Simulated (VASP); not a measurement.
The system is BaTiO3.

```
Ba Ti O
1.0
     3.99038    0.00000    0.00000
     0.00000    3.99038    0.00000
     0.00000    0.00000    4.10266
Ba Ti O
1 1 3
Direct
  0.50000 0.50000 0.58254
  0.00000 0.00000 0.10004
  0.00000 0.50000 0.06422
  0.50000 0.00000 0.06422
  0.00000 0.00000 0.54897
```

The cell is a database's computed one.

* Program: VASP 6.6.1
* Task: relaxation of cell and atoms
* Functional: PBE
* Potentials or basis: VASP PAW PBE potentials, release 64 (Ba_sv, Ti_sv, O)
* Cutoff: 600 eV
* k mesh: 8 × 8 × 8
* Occupations: gaussian, width 0.02 eV
* Spin: no spin polarisation

At the start: pressure 2.9 GPa; volume 13.07 Å³/atom.

**Question.** Where does the relaxation end?

**Answer.** Over 18 steps the energy falls by 3.9 meV/atom and the volume is 13.48 Å³/atom (+3.2 %); space group P4mm (No. 99, to 0.05 Å).

Step by step:
```csv
step,energy change (eV),largest force (eV/Å),pressure (GPa),volume (Å³)
1,0.0000,0.0552,2.94,65.33
2,-0.0028,0.3530,-2.45,67.62
3,-0.0110,0.1909,-0.05,66.54
4,-0.0134,0.0815,-0.01,66.70
5,-0.0140,0.0605,0.04,66.81
6,-0.0159,0.0637,-0.01,66.94
7,-0.0188,0.0789,-0.05,67.31
8,-0.0189,0.0836,-0.05,67.39
9,-0.0193,0.0432,-0.06,67.34
10,-0.0193,0.0431,-0.06,67.34
11,-0.0195,0.0209,0.23,67.24
12,-0.0195,0.0145,0.17,67.26
13,-0.0196,0.0107,-0.11,67.40
14,-0.0196,0.0107,-0.01,67.35
15,-0.0196,0.0052,0.00,67.35
16,-0.0196,0.0114,0.01,67.36
17,-0.0197,0.0093,0.01,67.38
18,-0.0197,0.0048,-0.01,67.42
```

Final structure:
```xyz
5
Lattice="3.9958 0.0000 0.0000 0.0000 3.9958 0.0000 0.0000 0.0000 4.2224" Properties=species:S:1:pos:R:3 pbc="T T T"
Ba    1.9979    1.9979    2.4915
Ti    0.0000    0.0000    0.4596
O     0.0000    1.9979    0.2579
O     1.9979    0.0000    0.2579
O     0.0000    0.0000    2.2757
```
